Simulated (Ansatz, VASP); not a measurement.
# Zn11Ge23O57 in two plane-wave programs

Aim: how closely do two programs agree when they are given the same cell, functional and k mesh? The structure shown is frame 44 of Ansatz's trajectory.

Calculated with Ansatz 0.2.0; plane waves, with VASP 6.6.1 beside it; single point at PBE.

## Step 1: The starting structure

The cell holds 91 atoms: 23 Ge, 11 Zn and 57 O. Its edges and angles: a = 10.832 Å, b = 10.832 Å, c = 10.832 Å, α = 90.0°, β = 90.0°, γ = 90.0°. As first built, before any earlier steps moved the atoms (in the runner's words): 91 atoms (23 Ge, 11 Zn, 57 O) placed at random at 4 g/cm^3, melted at 4000 K for 10 ps at fixed volume with the Morse and Coulomb pair potential with partial charges (Pedone, Malavasi, Menziani, Cormack and Segre, J. Phys. Chem. B 110, 11780 (2006)). Quenched from 4000 K to 300 K at 50 K/ps and fixed volume, held 10 ps at zero pressure, then minimised at fixed cell.

## Step 2: Ansatz: dynamics, PBE

Ansatz runs on its default PAW (the set named soft_2) files.

One frame of this run of dynamics is then solved in both programs, so the motion causes no difference.

The input, input.yaml:

```yaml
crystal:
  lattice:
    - [10.83187, 0.0, 0.0]
    - [0.0, 10.83187, 0.0]
    - [0.0, 0.0, 10.83187]
  atoms:
    - { symbol: Ge, position: [0.42711, 0.64984, 0.74835] }
    - { symbol: Ge, position: [0.96055, 0.11912, 0.61799] }
    - { symbol: Ge, position: [0.32245, 0.65673, 0.3369] }
    - { symbol: Ge, position: [0.98824, 0.78171, 0.59305] }
    - { symbol: Ge, position: [0.63028, 0.46778, 0.13202] }
    - { symbol: Ge, position: [0.81019, 0.10739, 0.16527] }
    - { symbol: Ge, position: [0.10343, 0.23582, 3.0e-05] }
    - { symbol: Ge, position: [0.26522, 0.90581, 0.67039] }
    - { symbol: Ge, position: [0.74273, 0.58099, 0.38374] }
    - { symbol: Ge, position: [0.22692, 0.11871, 0.26446] }
    - { symbol: Ge, position: [0.80598, 0.38026, 0.60643] }
    - { symbol: Ge, position: [0.15626, 0.50874, 0.96902] }
    - { symbol: Ge, position: [0.90678, 0.01272, 0.89908] }
    - { symbol: Ge, position: [0.7348, 0.7277, 0.77359] }
    - { symbol: Ge, position: [0.09276, 0.81096, 0.03792] }
    - { symbol: Ge, position: [0.98874, 0.94442, 0.35644] }
    - { symbol: Ge, position: [0.06834, 0.49134, 0.67544] }
    - { symbol: Ge, position: [0.60071, 0.20542, 0.84242] }
    - { symbol: Ge, position: [0.48185, 0.08979, 0.58199] }
    - { symbol: Ge, position: [0.44561, 0.70181, 0.04955] }
    - { symbol: Ge, position: [0.01869, 0.66718, 0.295] }
    - { symbol: Ge, position: [0.53294, 0.07467, 0.28972] }
    - { symbol: Ge, position: [0.55509, 0.82002, 0.44611] }
    - { symbol: Zn, position: [0.25814, 0.17034, 0.75762] }
    - { symbol: Zn, position: [0.38798, 0.3382, 0.97484] }
    - { symbol: Zn, position: [0.93023, 0.40735, 0.15324] }
    - { symbol: Zn, position: [0.16179, 0.42415, 0.3749] }
    - { symbol: Zn, position: [0.47892, 0.37265, 0.66304] }
    - { symbol: Zn, position: [0.22505, 0.2614, 0.54116] }
    - { symbol: Zn, position: [0.63352, 0.95029, 0.98374] }
[... 55 atom lines left out ...]
    - { symbol: O, position: [0.7999, 0.0362, 0.01903] }
    - { symbol: O, position: [0.01019, 0.13097, 0.93149] }
    - { symbol: O, position: [0.03339, 0.7884, 0.18626] }
    - { symbol: O, position: [0.52851, 0.13543, 0.43733] }
    - { symbol: O, position: [0.71657, 0.87392, 0.84054] }
    - { symbol: O, position: [0.5894, 0.11513, 0.70514] }
kpoints:
  mp_grid: { grid: [1, 1, 1] }
hamiltonian:
  xc: pbe
scf:
  occupations: { method: fixed }
output:
  forces: true
  stress: true
md:
  timestep: 1.0
  n_steps: 131
  ensemble: nvt_nose_hoover
  temperature: 400
  initial_velocities: maxwell_boltzmann
  seed: 9534
```

Command:

```sh
> ansatz run input.yaml --threads 4 --pin off --max-ram 8192MiB --backend cpu --events-out ev --progress --plain --runs-dir out
```

Numbers of over 12 decimals in the logs are rounded to 6 here.

The log of the run:

```text
Warning: md: disabling space-group detection — thermal motion breaks the input geometry's symmetry, so no spatial operation reduces the k-mesh or symmetrises the density; time reversal is kept, so that k and −k are solved as one point where they differ and the mesh holds both, and exact exchange and, on two spinor components, a DFT+U term hold to it where the run has them: on two components no moment then forms, and  [...]
Warning: output.stress: scf.convergence.dr2_threshold = 9.1e-8 eV (the default of an md: trajectory) is looser than the 9.1e-9 eV advised for a printed stress (1e-10 eV for each atom of the cell: 91). What an SCF threshold leaves in a stress goes as its square root, and in the free energy as the threshold itself, and one threshold admits the most on a small cell: [figures from the program's tests cut] Set scf.converg [...]
Engine: ansatz 0.2.0, x86_64-unknown-linux-gnu
Pseudopotentials: kind: paw
Pseudopotential: Ge, paw, valence charge 14, recommended cutoff 420 eV (normal), Ge.paw.azcp
Pseudopotential: Zn, paw, valence charge 12, recommended cutoff 420 eV (normal), Zn.paw.azcp
Pseudopotential: O, paw, valence charge 6, recommended cutoff 420 eV (normal), O.paw.azcp
Functional definition: PBE
  parameter kappa = 0.804
  parameter beta = 0.066725
  exchange = pbe_x(kappa = kappa, mu = beta*pi^2/3)
  correlation = pbe_c(beta = beta)
Crystal: 91 atoms, lattice volume = 1270.897 Å³
Basis set: ecut = 420 eV, 24837 PW (Γ), exchange–correlation on 150×150×150 points (8 copies of the dense FFT grid, shifted against one another)
Bands: 489, of which v1, the nominal top of the filled ones, is band 398 counted from 1 (397 counted from 0)
Symmetry: 1 space group operations
k-points: 1
Non-local potential: Ge, projectors of the file, l = 0: 2, l = 1: 2, l = 2: 3, l = 3: 1
Non-local potential: Zn, projectors of the file, l = 0: 2, l = 1: 2, l = 2: 3, l = 3: 1
Non-local potential: O, projectors of the file, l = 0: 2, l = 1: 2, l = 2: 1
PAW form: soft (Blöchl's): semilocal exchange-correlation on the pseudo side does not see the compensation charge
PAW one-centre angular grid: Ge, 590 points (default); XC on 64 Gauss nodes
PAW one-centre angular grid: Zn, 590 points (default); XC on 64 Gauss nodes
PAW one-centre angular grid: O, 110 points (default); XC on 64 Gauss nodes
Initial density: superposition of atomic densities (neutral atoms: chi_scale 0, normalization atom), corrected by the library's trained network
Initial wavefunctions: pseudopotential atomic-orbital guess
Functional: x = pbe(κ = 0.804, μ = 0.219515), c = pbe(β = 0.066725)
SCF iter   1: F=—  HF=-167620.663270 eV  |F-HF|=—  |Δ(HF+E_count)|=         —  Δρ=2.74e-3  dr2=1.06e-1  ethr=1.77e-3  ⟨swp⟩=5.0  Hψ=1529  notcnv=0  defer=89
preconditioner: auto → Resta (q_TF=auto, 2.524 Å⁻¹)  ε∞=3.4  [insulator: Δε(μ)=1.348 eV  Ē_g=19.080 eV  n_scr=340 (ndim 8)  ℏωp=29.4 eV  f_vac=0.200  ε∞_Penn≈3.4]
SCF iter   2: F=—  HF=-167620.665164 eV  |F-HF|=—  |Δ(HF+E_count)|=   1.89e-3  Δρ=1.48e-3  dr2=2.47e-2  ethr=1.33e-5  ⟨swp⟩=2.0  Hψ=816  notcnv=0  defer=89
SCF iter   3: F=—  HF=-167620.665779 eV  |F-HF|=—  |Δ(HF+E_count)|=   6.15e-4  Δρ=6.50e-4  dr2=7.18e-3  ethr=3.10e-6  ⟨swp⟩=2.0  Hψ=654  notcnv=0  defer=89
SCF iter   4: F=—  HF=-167620.665020 eV  |F-HF|=—  |Δ(HF+E_count)|=   7.59e-4  Δρ=1.95e-4  dr2=5.55e-4  ethr=9.02e-7  ⟨swp⟩=2.0  Hψ=642  notcnv=0  defer=89
SCF iter   5: F=—  HF=-167620.665131 eV  |F-HF|=—  |Δ(HF+E_count)|=   1.11e-4  Δρ=1.24e-4  dr2=1.77e-4  ethr=6.97e-8  ⟨swp⟩=2.0  Hψ=659  notcnv=0  defer=87
SCF iter   6: F=—  HF=-167620.665119 eV  |F-HF|=—  |Δ(HF+E_count)|=   1.20e-5  Δρ=3.37e-5  dr2=1.41e-5  ethr=2.22e-8  ⟨swp⟩=2.0  Hψ=659  notcnv=0  defer=83
SCF iter   7: F=—  HF=-167620.663133 eV  |F-HF|=—  |Δ(HF+E_count)|=   1.99e-3  Δρ=1.82e-5  dr2=3.83e-6  ethr=1.77e-9  ⟨swp⟩=2.0  Hψ=887  notcnv=0  defer=83
SCF iter   8: F=—  HF=-167620.663135 eV  |F-HF|=—  |Δ(HF+E_count)|=   1.85e-6  Δρ=7.49e-6  dr2=7.15e-7  ethr=4.81e-10  ⟨swp⟩=2.0  Hψ=777  notcnv=0  defer=83
[...]
md step   125: t =   125.00 fs  T =   457.1 K  F+E_penalty+E_count = -167622.80360267 eV  E_kin = 5.318088 eV  conserved = -167616.01093132 eV  P_inst = 0.1183 GPa  (3 SCF iters)
md step   126: t =   126.00 fs  T =   451.5 K  F+E_penalty+E_count = -167622.74974173 eV  E_kin = 5.252377 eV  conserved = -167616.01094382 eV  P_inst = 0.1702 GPa  (3 SCF iters)
md step   127: t =   127.00 fs  T =   446.8 K  F+E_penalty+E_count = -167622.70694151 eV  E_kin = 5.197951 eV  conserved = -167616.01104130 eV  P_inst = 0.2161 GPa  (3 SCF iters)
md step   128: t =   128.00 fs  T =   443.0 K  F+E_penalty+E_count = -167622.67405082 eV  E_kin = 5.153665 eV  conserved = -167616.01119577 eV  P_inst = 0.2560 GPa  (3 SCF iters)
md step   129: t =   129.00 fs  T =   439.9 K  F+E_penalty+E_count = -167622.64900718 eV  E_kin = 5.117472 eV  conserved = -167616.01136932 eV  P_inst = 0.2905 GPa  (3 SCF iters)
md step   130: t =   130.00 fs  T =   437.3 K  F+E_penalty+E_count = -167622.62941419 eV  E_kin = 5.086998 eV  conserved = -167616.01152429 eV  P_inst = 0.3204 GPa  (9 SCF iters)
[...]
md step   131: t =   131.00 fs  T =   435.0 K  F+E_penalty+E_count = -167622.61310985 eV  E_kin = 5.060096 eV  conserved = -167616.01163207 eV  P_inst = 0.3465 GPa  (9 SCF iters)
SCF converged after 9 iterations
Free energy (F): -167622.613110 eV
Harris-Foulkes:  -167622.613110 eV  (|F-HF|=9.31e-9)
Internal energy: -167622.613110 eV  (E = F + TS)
E sigma→0 (E₀):  -167622.613110 eV
Fermi energy:    4.857231 eV
--- Per-component energies (eV) ---
  E_band       = -5449.435234
  E_kinetic    = 13947.407286
  E_local      = -110748.444022  (includes V_loc(G=0)·N_el)
  E_nonlocal   = 19337.139229
  E_hartree    = 46637.351243
  E_xc         = -7383.659605
  E_vxc        = -7340.096918  (∫ρ·V_xc dr)
  E_paw        = -75772.163722  (= ΣΔE_a)
  E_vpaw       = -13920.279551  (= ΣTr[D̂ρ^β])
  E_aug_tail   = 0.140752  (compensation charges beyond the density's cutoff)
  E_ewald      = -53640.384271
  E_smearing   = -0.000000  (= −TS)
  E_closure    = 0.000000  (closes the sum)
  Σ components = -167622.613110   (vs F -167622.613110, Δ=0.00e0)
--- Forces (eV/Å), atoms counted from 1 ---
  atom   1  Ge     1.06858136    -1.11510583    -1.03070998
  atom   2  Ge     1.08735470    -0.84819918    -0.44437901
  atom   3  Ge     0.35049618     1.16763788    -2.57004091
  atom   4  Ge    -1.12480997     2.14470967     0.22849467
  atom   5  Ge    -1.01817475     1.18827997     0.35902908
  atom   6  Ge     1.22551784     1.04232528     1.66995834
  atom   7  Ge    -0.95306153    -1.71815846     1.14364818
  atom   8  Ge    -1.13100384    -2.71520341     0.27274374
  atom   9  Ge    -0.19414772    -0.23050445     1.93351066
  atom  10  Ge    -1.12855788    -0.21946722    -0.71174859
  atom  11  Ge    -0.67971897     1.52685213     0.82173351
  atom  12  Ge     0.99656666     2.29584650     0.33875066
  atom  13  Ge     0.54151248     1.10076996     1.82660794
  atom  14  Ge    -0.21869095    -1.13905209     0.06800205
  atom  15  Ge    -0.58694230    -1.76297486    -1.38740370
  atom  16  Ge    -0.11924549     2.89306996     0.25556526
  atom  17  Ge    -0.04334338     0.35784728     1.35501389
  atom  18  Ge    -1.93218239    -0.97354186     1.07362319
  atom  19  Ge     2.64840466    -1.09708607     0.05490573
  atom  20  Ge     0.07737116    -1.24791140     2.25425306
  atom  21  Ge    -0.19992352    -0.07328536    -0.55680428
  atom  22  Ge    -1.33039332     1.16723285     0.13540499
  atom  23  Ge     2.28420287     0.05683096     1.82062394
  atom  24  Zn     0.10684679    -0.29527107     0.08125798
[...]
atom  84  O      0.09049172     0.51665633     0.10067779
  atom  85  O      0.16032218     0.57199719     0.26326041
  atom  86  O      0.06844125     0.04461938    -1.59142959
  atom  87  O     -0.69316022     0.21392862    -0.26910900
  atom  88  O     -0.34588256     0.13234266     1.59586745
  atom  89  O      0.17159771     0.70557161    -1.48420592
  atom  90  O      0.64393133    -0.64419788    -0.43671610
  atom  91  O     -0.27549925    -0.52340402    -1.92293983
  max |Σ_I F_I| component: 1.71e-5 eV/Å
--- Stress (GPa, compression-positive) ---
       -1.096779      -1.457583      -1.091447
       -1.457583       0.407522       0.098723
       -1.091447       0.098722       0.438777
  P = ⅓ Tr σ = -0.0835 GPa (-0.835 kbar)
--- MD trajectory: 131 steps, t = 0.0 → 131.0 fs ---
  final state: T = 435.0 K   F+E_penalty+E_count = -167622.61310985 eV   E_kin = 5.060096 eV
  conserved energy: peak-to-peak 5.827e-3 eV (6.403e-5 eV/atom) over 131.0 fs
```

## Step 3: VASP: single point, PBE

The same cell, functional and mesh now go to VASP, with its own data sets.

Lines of VASP's logs that name or quote its potential files are left out, and so is its time.

The input, INCAR:

```
SYSTEM = Zn11Ge23O57
PREC = Accurate
ENCUT = 520
EDIFF = 1E-06
NELM = 120
ISMEAR = 0
SIGMA = 0.01
LREAL = Auto
ALGO = Normal
GGA = PE
NBANDS = 464
LORBIT = 11
LWAVE = .FALSE.
LCHARG = .FALSE.
ISIF = 2
LASPH = .TRUE.
GGA_COMPAT = .FALSE.
EFERMI = MIDGAP
NCORE = 2
```

The input, POSCAR:

```
Zn11Ge23O57
1.0
   10.8318700000      0.0000000000      0.0000000000
    0.0000000000     10.8318700000      0.0000000000
    0.0000000000      0.0000000000     10.8318700000
Ge Zn O
23 11 57
Direct
    0.4318737208      0.6476351729      0.7552804825
    0.9552736508      0.1279649774      0.6129597198
    0.3259271022      0.6498046967      0.3360730880
    0.9780213389      0.7850998950      0.6007180662
    0.6215731910      0.4680816886      0.1338550038
    0.8150116277      0.1023092042      0.1700352755
    0.1095563370      0.2368658413      0.9937037649
    0.2638879529      0.9077564631      0.6747773007
    0.7399091754      0.5713233264      0.3850489343
    0.2307450145      0.1269679197      0.2727599205
    0.8030838627      0.3718379190      0.6099593145
    0.1607847952      0.5090995368      0.9710327026
    0.9094459221      0.0186394408      0.9010540193
    0.7378781318      0.7169399190      0.7786282516
    0.0957360086      0.8179843370      0.0462800975
    0.9877518840      0.9529379507      0.3581837670
    0.0749639721      0.4866380413      0.6800857100
    0.6012996832      0.2097329455      0.8556878914
    0.4831944992      0.0863932082      0.5786350833
    0.4450293440      0.7036458155      0.0438151492
    0.0199780832      0.6646405468      0.3005298254
    0.5376633951      0.0742346428      0.2961169216
    0.5562936040      0.8143284585      0.4419089225
    0.2553206418      0.1659916524      0.7523170053
    0.3916590579      0.3404767598      0.9714758394
    0.9214752393      0.4039099435      0.1669702461
    0.1610894518      0.4366374412      0.3677019757
    0.4861487444      0.3843288370      0.6546330412
    0.2261105423      0.2628631991      0.5431564448
    0.6322638658      0.9455154096      0.9715219994
[... 55 atom lines left out ...]
    0.7882387806      0.0395222616      0.0176885432
    0.0001754083      0.1642560334      0.8986167670
    0.0349801096      0.8010989792      0.1963649859
    0.5405991763      0.1581536706      0.4366374412
    0.7202357488      0.8694805237      0.8326540108
    0.5978099811      0.1168865579      0.7037658318
```

The input, KPOINTS:

```
Automatic mesh
0
Gamma
1 1 1
0 0 0
```

The projector-augmented-wave data sets are Ge_d, Zn and O (PBE family, release 64).

Command:

```sh
> mpirun -np 8 vasp_gam
```

The log of the run:

```text
[banner, memory and clock lines left out]
running    8 mpi-ranks, on    1 nodes
[...]
LDA part: xc-table for (Slater+PW92), standard interpolation
 POSCAR, INCAR and KPOINTS ok, starting setup
[...]
entering main loop
       N       E                     dE             d eps       ncg     rms          rms(c)
DAV:   1     0.250074967400E+05    0.25007E+05   -0.26613E+05  1064   0.444E+03
DAV:   2     0.570217495563E+04   -0.19305E+05   -0.18260E+05   928   0.120E+03
DAV:   3     0.299564288584E+03   -0.54026E+04   -0.50451E+04   984   0.402E+02
DAV:   4    -0.559480967410E+03   -0.85905E+03   -0.83832E+03  1056   0.177E+02
[...]
DAV:  18    -0.524093852394E+03   -0.19402E-05   -0.70095E-05  1176   0.351E-02    0.119E-02
DAV:  19    -0.524093854846E+03   -0.24517E-05   -0.30295E-05  1240   0.233E-02    0.851E-03
DAV:  20    -0.524093854642E+03    0.20310E-06   -0.68071E-06   992   0.106E-02
   1 F= -.52409385E+03 E0= -.52409385E+03  d E =0.000000E+00
```

From OUTCAR (step 3):

```text
  FREE ENERGIE OF THE ION-ELECTRON SYSTEM (eV)
  ---------------------------------------------------
  free  energy   TOTEN  =      -524.0938546425 eV

  energy  without entropy=     -524.0938546425  energy(sigma->0) =     -524.09385464
```

The run ends at a pressure of -2.73 GPa, with forces up to 3.3 eV/Å.

## Step 4: Side by side

Known differences besides the potentials themselves: fixed occupations in Ansatz, narrow Gaussian smearing in VASP; the cutoff is 420 eV in Ansatz and 520 eV in VASP (PREC = Accurate, projectors in real space). Total energies have different zeros and are not compared.

Forces on 10 of the 91 atoms, those with the largest forces and the largest differences (eV/Å; atoms numbered as in POSCAR):

| atom | Ansatz x, y, z | VASP x, y, z |
| --- | --- | --- |
| Ge3 | 0.328, 3.009, 0.877 | 0.330, 2.979, 0.898 |
| Ge6 | -1.909, -0.500, 1.103 | -1.869, -0.459, 1.083 |
| Ge8 | -0.672, -0.396, -3.321 | -0.624, -0.444, -3.249 |
| Ge11 | 1.656, 0.315, -2.571 | 1.542, 0.290, -2.559 |
| Ge15 | -1.808, -1.973, -1.198 | -1.745, -1.921, -1.172 |
| Ge20 | 0.535, -2.013, 1.423 | 0.543, -1.922, 1.430 |
| O36 | 0.443, 0.249, 1.482 | 0.433, 0.107, 1.394 |
| O48 | 0.634, 1.899, -0.991 | 0.606, 1.770, -0.958 |
| O52 | -0.374, 0.615, 0.207 | -0.194, 0.617, 0.180 |
| O78 | 1.487, -0.484, 1.867 | 1.476, -0.477, 1.853 |

The forces differ by 35 meV/Å r.m.s., which is 4.0 % of the r.m.s. force of 0.892 eV/Å (both taken over all components).

## Step 5: Results

| Property | Result |
| --- | --- |
| r.m.s. force difference (single point, PBE) | 4.0 % of the r.m.s. force |

What this shows: The r.m.s. force difference is 4.0 % of the r.m.s. force (single point, PBE), beyond the 3 % picked in this series as the mark of a large difference. What causes the difference of the single point, PBE pair stays open here. 2 further runs of this series are not shown here. Such differences can come from data sets, numerical settings and the points named under the comparisons, not from the functional's error against experiment.

[Lines on the potential files, build, host, timing and source positions are cut from VASP's logs without a mark.]

[Logs are printed without paths, hosts, clocks, repeated set-up lines and the standing remarks that a program may print on its own settings, such as how far it seeks lower states.]

[Hosts, paths, dates, database ids (printed as entryN), source tags and the programs' standing remarks are cut or masked in the printed files.]
